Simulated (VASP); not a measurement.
Method: PBE GGA, VASP's PBE PAW potentials (set 64) (plane waves; VASP 6.6.1).

A VASP calculation is set up with these files.

### KPOINTS
```
kpoints
0
G
7 7 7
```

**POSCAR**
```
MnS
1
    5.1280041581     2.5579027399     2.5579027399
    2.5579027399     5.1280041581     2.5579027399
    2.5579027399     2.5579027399     5.1280041581
Mn S
2 2
Direct
  0.0000000000   0.0000000000   0.0000000000
  0.5000000000   0.5000000000   0.5000000000
  0.2500000000   0.2500000000   0.2500000000
  0.7500000000   0.7500000000   0.7500000000
```

**INCAR**
```
ISMEAR = 0   # Gaussian
LCHARG = .TRUE.
ALGO = Normal   # blocked Davidson
LWAVE = .FALSE.
LMAXMIX = 4
LREAL = .FALSE.   # projection in real space or not
ISPIN = 2
MAGMOM = 4.1 -4.1 0.0 0.0
EDIFF = 1E-6
SYSTEM = MnS
LASPH = .TRUE.   # aspherical one-centre terms
SIGMA = 0.05
LORBIT = 10
ENCUT = 520   # plane-wave cut-off (eV)
PREC = Accurate
NELM = 100
GGA = PE   # PBE
```

POTCAR, in this order: Mn_pv S (PBE.64 set). Program: vasp_std.

The run wrote:

**OUTCAR**
```
 ion  position               nearest neighbor table
   1  0.000  0.000  0.000-   4 2.57   4 2.57   4 2.57   3 2.57   3 2.57   3 2.57
   2  0.500  0.500  0.500-   3 2.57   3 2.57   3 2.57   4 2.57   4 2.57   4 2.57
   3  0.250  0.250  0.250-   1 2.57   1 2.57   1 2.57   2 2.57   2 2.57   2 2.57
   4  0.750  0.750  0.750-   2 2.57   2 2.57   2 2.57   1 2.57   1 2.57   1 2.57
  LATTYP: Found a trigonal (rhomboedric) cell.
 ALAT       =     6.2755206556
 COS(alpha) =     0.8322737660
 Subroutine PRICEL returns following result:
  LATTYP: Found a trigonal (rhomboedric) cell.
 ALAT       =     3.6260516440
 COS(alpha) =     0.4976197565
 Subroutine GETGRP returns: Found 12 space group operations
The static configuration has the point symmetry D_3d.
The dynamic configuration has the point symmetry D_3d.
The overall configuration has the point symmetry D_3d.
 Subroutine INISYM returns: Found 12 space group operations
 Subroutine IBZKPT returns following result:
 Found     44 irreducible k-points:

 Following reciprocal coordinates:
            Coordinates               Weight
  0.000000  0.000000  0.000000      1.000000
  0.142857 -0.000000 -0.000000      6.000000
  0.285714 -0.000000 -0.000000      6.000000
  0.428571  0.000000  0.000000      6.000000
  0.142857  0.142857  0.000000      6.000000
  0.285714  0.142857  0.000000     12.000000
  0.428571  0.142857  0.000000     12.000000
 -0.428571  0.142857 -0.000000     12.000000
 -0.285714  0.142857  0.000000     12.000000
 -0.142857  0.142857  0.000000      6.000000
  0.285714  0.285714 -0.000000      6.000000
  0.428571  0.285714 -0.000000     12.000000
 -0.428571  0.285714 -0.000000     12.000000
 -0.285714  0.285714  0.000000      6.000000
  0.428571  0.428571  0.000000      6.000000
 -0.428571  0.428571  0.000000      6.000000
  0.142857  0.142857  0.142857      2.000000
  0.285714  0.142857  0.142857      6.000000
...
```

**OSZICAR**
```
       N       E                     dE             d eps       ncg     rms          rms(c)
DAV:   1     0.376728546011E+03    0.37673E+03   -0.21451E+04  4288   0.180E+03
DAV:   2     0.522351582971E+01   -0.37151E+03   -0.36646E+03  4062   0.480E+02
DAV:   3    -0.295062694543E+02   -0.34730E+02   -0.34269E+02  5873   0.134E+02
DAV:   4    -0.305835687284E+02   -0.10773E+01   -0.10757E+01  4664   0.226E+01
DAV:   5    -0.306077762626E+02   -0.24208E-01   -0.24203E-01  5140   0.390E+00    0.163E+01
DAV:   6    -0.284820343733E+02    0.21257E+01   -0.27158E+01  5318   0.481E+01    0.154E+01
DAV:   7    -0.284359754322E+02    0.46059E-01   -0.24655E+00  4974   0.184E+01    0.874E+00
DAV:   8    -0.284468947894E+02   -0.10919E-01   -0.31062E-01  5509   0.505E+00    0.426E+00
DAV:   9    -0.284358284801E+02    0.11066E-01   -0.55641E-02  5463   0.235E+00    0.365E-01
DAV:  10    -0.284379892208E+02   -0.21607E-02   -0.10310E-02  5104   0.668E-01    0.214E-01
DAV:  11    -0.284381736641E+02   -0.18444E-03   -0.73941E-04  4554   0.226E-01    0.124E-01
DAV:  12    -0.284382291537E+02   -0.55490E-04   -0.32675E-04  5037   0.938E-02    0.902E-02
DAV:  13    -0.284382561904E+02   -0.27037E-04   -0.24295E-05  4426   0.509E-02    0.455E-02
DAV:  14    -0.284382619883E+02   -0.57979E-05   -0.21513E-05  4538   0.401E-02    0.128E-02
DAV:  15    -0.284382633710E+02   -0.13827E-05   -0.10334E-06  3053   0.110E-02    0.362E-03
DAV:  16    -0.284382634453E+02   -0.74301E-07   -0.21092E-07  2626   0.419E-03
   1 F= -.28438263E+02 E0= -.28438263E+02  d E =-.664510E-16  mag=    -0.0000
```

OUTCAR:
```
------------------------ aborting loop because EDIFF is reached ----------------------------------------
  FORCE on cell =-STRESS in cart. coord.  units (eV):
  Direction    XX          YY          ZZ          XY          YZ          ZX
  --------------------------------------------------------------------------------------
  Total       -0.0360312     -0.0360312     -0.0360312     -0.0688748     -0.0688748     -0.0688748
  in kB       -0.8531546     -0.8531546     -0.8531546     -1.6308304     -1.6308304     -1.6308304
  external PRESSURE =      -0.8531546 kB  Pullay stress =       0.0000000 kB
  volume of cell :       67.66
      direct lattice vectors                 reciprocal lattice vectors
     5.128004158  2.557902740  2.557902740     0.291933113 -0.097156591 -0.097156591
     2.557902740  5.128004158  2.557902740    -0.097156591  0.291933113 -0.097156591
     2.557902740  2.557902740  5.128004158    -0.097156591 -0.097156591  0.291933113
 POSITION                                       TOTAL-FORCE (eV/Angst)
 -----------------------------------------------------------------------------------
      0.00000      0.00000      0.00000        -0.000000      0.000000     -0.000000
      5.12190      5.12190      5.12190        -0.000000      0.000000      0.000000
      2.56095      2.56095      2.56095         0.000000     -0.000000     -0.000000
      7.68286      7.68286      7.68286         0.000000     -0.000000      0.000000
 -----------------------------------------------------------------------------------
    total drift:                                0.000000     -0.000000     -0.000000
  FREE ENERGIE OF THE ION-ELECTRON SYSTEM (eV)
  ---------------------------------------------------
  free  energy   TOTEN  =       -28.4382634453 eV

  energy  without entropy=      -28.4382634453  energy(sigma->0) =      -28.43826345

 total charge

# of ion       s       p       d       tot
------------------------------------------
    1        0.217   6.171   4.966  11.354
    2        0.217   6.171   4.966  11.354
    3        1.326   2.420   0.000   3.745
    4        1.326   2.420   0.000   3.745
--------------------------------------------------
tot          3.085  17.182   9.933  30.199

 magnetization (x)

# of ion       s       p       d       tot
------------------------------------------
    1        0.018   0.015   4.115   4.148
    2       -0.018  -0.015  -4.115  -4.148
    3        0.000   0.000   0.000   0.000
    4        0.000   0.000   0.000   0.000
--------------------------------------------------
tot          0.000   0.000   0.000   0.000
```
(Selected blocks of OUTCAR.)

The compound is MnS in the rock salt, AFM-II order structure. It was relaxed first.
